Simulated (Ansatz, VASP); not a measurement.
# GaN in two plane-wave programs, part 2 of 2

Wanted: the spread between two codes on one cell, functional and k mesh. The cell is taken from a series of runs on this material, whose earlier steps may have relaxed, scaled, displaced or heated it; both programs get it as it stands.

VASP 6.6.1 and Ansatz 0.2.0.

So far: The structure; VASP: zone-centre phonons, LDA.

## Step 3: Ansatz: zone-centre phonons, LDA

Level of this step: Ansatz beside VASP: Kohn-Sham DFT, plane waves, LDA (Ansatz).

Ansatz runs on norm-conserving files, of PseudoDojo where its log says so.

The same cell, functional (in two slightly different forms) and mesh now go to Ansatz, which takes its cutoff from its data sets.

The input, input.yaml:

```yaml
crystal:
  lattice:
    - [-2.2284417646, 0.0, 2.2284417646]
    - [0.0, 2.2284417646, 2.2284417646]
    - [-2.2284417646, 2.2284417646, 0.0]
  atoms:
    - { symbol: Ga, position: [0.0, 0.0, 0.0] }
    - { symbol: "N", position: [0.75, 0.75, 0.75] }
kpoints:
  mp_grid: { grid: [12, 12, 12] }
hamiltonian:
  xc: lda
  pseudopotentials: { kind: nc, accuracy: standard }
scf:
  occupations: { method: fixed }
output:
  eigenvalues: true
phonons:
  method: dfpt
  dielectric: true
  rigid_motions: translations
```

Started as:

```bash
> ansatz run input.yaml --threads 4 --pin off --max-ram 8192MiB --backend cpu --events-out ev --progress --plain --runs-dir out
```

What it wrote:

```text
Engine: ansatz 0.2.0, aarch64-unknown-linux-gnu
Pseudopotentials: kind: nc
Pseudopotential: Ga, nc, valence charge 13, recommended cutoff 1088.45545 eV (normal), Ga.nc.azcp (PseudoDojo's, or run here from an input of PseudoDojo's; its table is named by hamiltonian.pseudopotentials.accuracy)
Pseudopotential: N, nc, valence charge 5, recommended cutoff 1142.878222 eV (normal), N.nc.azcp (PseudoDojo's, or run here from an input of PseudoDojo's; its table is named by hamiltonian.pseudopotentials.accuracy)
Functional definition: SPW92
  exchange = slater_x
  correlation = pw_c
Crystal: 2 atoms, lattice volume = 22.133 Å³
Basis set: ecut = 1142.878222 eV, 1917 PW (Γ), exchange–correlation on 72×72×72 points (8 copies of the dense FFT grid, shifted against one another)
Bands: 13, of which v1, the nominal top of the filled ones, is band 9 counted from 1 (8 counted from 0)
Symmetry: 24 space group operations
k-points: 280 of 1728 (irreducible under 4 space group operations, time reversal used)
Non-local potential: Ga, projectors of the file, l = 0: 2, l = 1: 2, l = 2: 2
Non-local potential: N, projectors of the file, l = 0: 2, l = 1: 2
Initial density: superposition of atomic densities (chi_scale 0.1, normalization cell, long waves kept (reshape's long-wave potential 0.00 eV rms))
Initial wavefunctions: pseudopotential atomic-orbital guess
Functional: x = slater, c = lda
SCF iter   1: F=—  HF=-2361.872639 eV  |F-HF|=—  |Δ(HF+E_count)|=         —  Δρ=9.17e-2  dr2=2.07e0  ethr=3.10e-3  ⟨swp⟩=5.5  Hψ=18288  notcnv=0  defer=554
preconditioner: auto → none  [insulator: Δε(μ)=2.832 eV  Ē_g=19.276 eV  n_scr=8 (ndim 8)  ℏωp=33.5 eV  f_vac=0.000  ε∞_Penn≈4.0]
SCF iter   2: F=—  HF=-2361.372881 eV  |F-HF|=—  |Δ(HF+E_count)|=   5.00e-1  Δρ=5.36e-2  dr2=3.99e-1  ethr=3.10e-3  ⟨swp⟩=2.7  Hψ=8292  notcnv=0  defer=537
SCF iter   3: F=—  HF=-2361.265183 eV  |F-HF|=—  |Δ(HF+E_count)|=   1.08e-1  Δρ=1.58e-2  dr2=2.99e-2  ethr=2.22e-3  ⟨swp⟩=2.2  Hψ=5183  notcnv=0  defer=557
SCF iter   4: F=—  HF=-2361.257191 eV  |F-HF|=—  |Δ(HF+E_count)|=   7.99e-3  Δρ=2.82e-3  dr2=6.88e-4  ethr=1.66e-4  ⟨swp⟩=2.1  Hψ=5015  notcnv=0  defer=558
SCF iter   5: F=—  HF=-2361.257063 eV  |F-HF|=—  |Δ(HF+E_count)|=   1.28e-4  Δρ=2.65e-4  dr2=4.07e-6  ethr=3.82e-6  ⟨swp⟩=2.0  Hψ=6476  notcnv=0  defer=558
SCF iter   6: F=—  HF=-2361.257065 eV  |F-HF|=—  |Δ(HF+E_count)|=   1.61e-6  Δρ=8.25e-5  dr2=5.91e-7  ethr=2.26e-8  ⟨swp⟩=2.5  Hψ=6009  notcnv=0  defer=23
SCF iter   7: F=—  HF=-2361.257063 eV  |F-HF|=—  |Δ(HF+E_count)|=   2.00e-6  Δρ=2.01e-5  dr2=3.36e-8  ethr=3.28e-9  ⟨swp⟩=2.1  Hψ=5493  notcnv=0
SCF iter   8: F=—  HF=-2361.257063 eV  |F-HF|=—  |Δ(HF+E_count)|=   1.07e-8  Δρ=1.26e-6  dr2=1.05e-10  ethr=1.87e-10  ⟨swp⟩=2.7  Hψ=5621  notcnv=0
SCF iter   9: F=-2361.257063 eV  HF=-2361.257063 eV  |F-HF|=1.82e-12  |Δ(HF+E_count)|=  3.91e-11  Δρ=9.89e-8  dr2=5.83e-13  ethr=1.00e-12  ⟨swp⟩=7.9  Hψ=21785  notcnv=0
SCF 1 converged in 9 iterations: F = -2361.257063 eV  dr2 = 5.83e-13
NSCF: frozen V_eff on 2 k-points
DFPT response loops at Γ: preconditioner auto → none (the input reference at scf.mixing.eps_inf says where Resta's filter doesn't serve); β = 0.50; Broyden in place of MSR1
── the response to a field inside a basis, on 12×12×12 k-points: an SCF that follows is theirs, and a resumed run solves both again ──
Bands: 10, of which v1, the nominal top of the filled ones, is band 9 counted from 1 (8 counted from 0)
k-points: 182 of 1728 (irreducible under 6 space group operations, time reversal used)
Initial density: handed on by an earlier stage of this run
Initial wavefunctions: pseudopotential atomic-orbital guess (no wavefunctions were taken with the density)
Eigensolver: Dense (182 Hₖ)
SCF iter   1: F=—  HF=-2361.253360 eV  |F-HF|=—  |Δ(HF+E_count)|=         —  Δρ=1.36e-4  dr2=4.41e-7  ethr=1.00e-1
preconditioner: auto → none  [insulator: Δε(μ)=2.208 eV  Ē_g=15.464 eV  n_scr=8 (ndim 8)  ℏωp=33.5 eV  f_vac=0.000  ε∞_Penn≈5.7]
SCF iter   2: F=-2361.253361 eV  HF=-2361.253361 eV  |F-HF|=1.28e-7  |Δ(HF+E_count)|=   3.20e-7  Δρ=6.26e-5  dr2=8.01e-8  ethr=2.45e-9
SCF 1 converged in 2 iterations: F = -2361.253361 eV  dr2 = 8.01e-8
DFPT response loops at Γ: mixed as the last ones told, above
SCF converged after 9 iterations
Free energy (F): -2361.257063 eV
Harris-Foulkes:  -2361.257063 eV  (|F-HF|=1.82e-12)
Internal energy: -2361.257063 eV  (E = F + TS)
E sigma→0 (E₀):  -2361.257063 eV
Fermi energy:    10.771649 eV
--- Per-component energies (eV) ---
  E_band       = 12.077283
  E_kinetic    = 1904.746596
  E_local      = -1529.610231  (includes V_loc(G=0)·N_el)
  E_nonlocal   = -1070.168793
  E_hartree    = 583.580140
  E_xc         = -644.519104
  E_vxc        = -460.050578  (∫ρ·V_xc dr)
  E_ewald      = -1605.285671
  E_smearing   = -0.000000  (= −TS)
  E_closure    = 0.000000  (closes the sum)
  Σ components = -2361.257063   (vs F -2361.257063, Δ=0.00e0)
--- Band table (eV; the first three rows and the last of 280) ---
  k-point 0: bands = [... 5 lower, -2.5673, 10.7716, 10.7716, 10.7716, 12.7638, 21.1408, 21.1408, 21.1408]
  k-point 1: bands = [... 5 lower, -2.5685, 9.9674, 10.6922, 10.6922, 13.3826, 20.7699, 21.2632, 21.2632]
  k-point 2: bands = [... 5 lower, -2.5690, 8.4861, 10.4853, 10.4853, 14.3068, 20.0844, 21.5096, 21.5096]
  k-point 279: bands = [... 5 lower, -0.6489, 4.4255, 7.9284, 7.9284, 14.0730, 17.4696, 22.5276, 24.8759]
--- Phonons (Γ-DFPT): 2 representative perturbations + reference, on 280 of 1728 k-points (Σ response iterations 7) ---
  k mesh reduced under 4 symmetry operations, with k and −k counted as one. Each operation leaves every solved perturbation unchanged. A smaller set is not considered because the run solves the response to a homogeneous field
  ASR residual: 1.325e-4 → 0.000e0 eV/Å²; symmetrization residual: 1.922e-7 eV/Å²
  ASR residual per site (eV/Å²): 2.27e-5 1.32e-4
  Γ frequencies (cm⁻¹): 0.00 0.00 0.00 551.62 551.62 551.62
  ε∞ (high-frequency dielectric tensor):
        5.769426    -0.000000     0.000000
       -0.000000     5.769426    -0.000000
        0.000000    -0.000000     5.769426
  ε⁰ (static dielectric tensor: ions relaxed, cell fixed):
       10.157683     0.000000     0.000000
        0.000000    10.157683    -0.000000
        0.000000    -0.000000    10.157683
  ε⁰ − ε∞ (ionic part):
        4.388257     0.000000     0.000000
        0.000000     4.388257    -0.000000
        0.000000    -0.000000     4.388257
  softest optical mode at Γ: 551.62 cm⁻¹; the repairs (sum rule, projections) moved no ω² at Γ by more than (1.61 cm⁻¹)²
  Born effective charges Z* (e; rows j = field, columns β = displacement):
    site 0:
         2.64677    0.00000    0.00000
         0.00000    2.64677    0.00000
         0.00000   -0.00000    2.64677
    site 1:
        -2.64677   -0.00000   -0.00000
        -0.00000   -2.64677   -0.00000
        -0.00000    0.00000   -2.64677
  Z* charge neutrality: 1.077e-3 e pre-enforcement
  solved inside a basis spanned on kpoints, on 12×12×12 k-points, its susceptibility summed on 16×16×16: ε∞ is read to err by 1.5e-2, Z* by 1.4e-2 e (field_mesh: kpoints solves on kpoints); Z* is corrected for what the basis lacks
  optical modes at Γ without the LO–TO term, one row a degenerate level:
      ω (cm⁻¹)  modes    IR ((D/Å)²/amu)
        551.62      3            41.5696
  optical modes at Γ + LO–TO along q̂ = [1.0000, 0.0000, 0.0000]:
      ω (cm⁻¹)  modes    IR ((D/Å)²/amu)
        551.62      2            27.7130
        731.94      1            13.8565
  optical modes at Γ + LO–TO along q̂ = [0.0000, 1.0000, 0.0000]:
      ω (cm⁻¹)  modes    IR ((D/Å)²/amu)
        551.62      2            27.7130
        731.94      1            13.8565
  optical modes at Γ + LO–TO along q̂ = [0.0000, 0.0000, 1.0000]:
      ω (cm⁻¹)  modes    IR ((D/Å)²/amu)
        551.62      2            27.7130
        731.94      1            13.8565
```

Reading the cycles: dr2 is the Hartree energy of the density residual (eV), the measure of convergence; HF is the Harris–Foulkes estimate of the energy, which meets the free energy F at convergence.

## Step 4: Differences

Known differences besides the potentials themselves: the two LDA forms differ slightly; fixed occupations in Ansatz, narrow Gaussian smearing in VASP; VASP's response is taken on the typed mesh, Ansatz refines its own for the field response alone; the cutoff is 1142.88 eV in Ansatz and 600 eV in VASP; VASP's log shows a relativistic correction to its local exchange, Ansatz's none; VASP's log repeats an internal error in its field response. Total energies have different zeros and are not compared.

The two programs side by side:

```
                                     quantity  Ansatz   VASP  difference
                                        ε∞ xx    5.77   5.72     +0.80 %
                                        ε∞ yy    5.77   5.72     +0.80 %
                                        ε∞ zz    5.77   5.72     +0.80 %
Born charge of Ga1 (mean of the diagonal) (e)    2.65   2.63       +0.02
 Born charge of N2 (mean of the diagonal) (e)   -2.65  -2.63       -0.02
                   optical mode 1 to 3 (cm⁻¹)   551.6  556.6     -0.89 %
```

Modes are paired by rising frequency, not by their patterns, so a pair may set unlike modes beside each other; they are those without the splitting of longitudinal modes.

## Step 5: Outcome

```yaml
r_m_s_difference_of_the_optical_zone_centre_modes_each_program_s_sorted_by_frequency_zone_centre_phonons_lda: 5.0 cm⁻¹
difference_in_optical_mode_1_to_3_zone_centre_phonons_lda: -0.9 %
```

What this shows: The r.m.s. difference of the optical zone-centre modes, each program's sorted by frequency is 5.0 cm⁻¹ (zone-centre phonons, LDA). Among the rows given in per cent, the largest difference of the zone-centre phonons, LDA pair is in optical mode 1 to 3, -0.9 %. How closely two codes agree says nothing of how well the functional describes the real material.

[Lines on the potential files, build, host, timing and source positions are cut from VASP's logs without a mark.]

[Logs are printed without paths, hosts, clocks, repeated set-up lines and the standing remarks that a program may print on its own settings, such as how far it seeks lower states.]

[Hosts, paths, dates, database ids (printed as entryN), source tags and the programs' standing remarks are cut or masked in the printed files.]
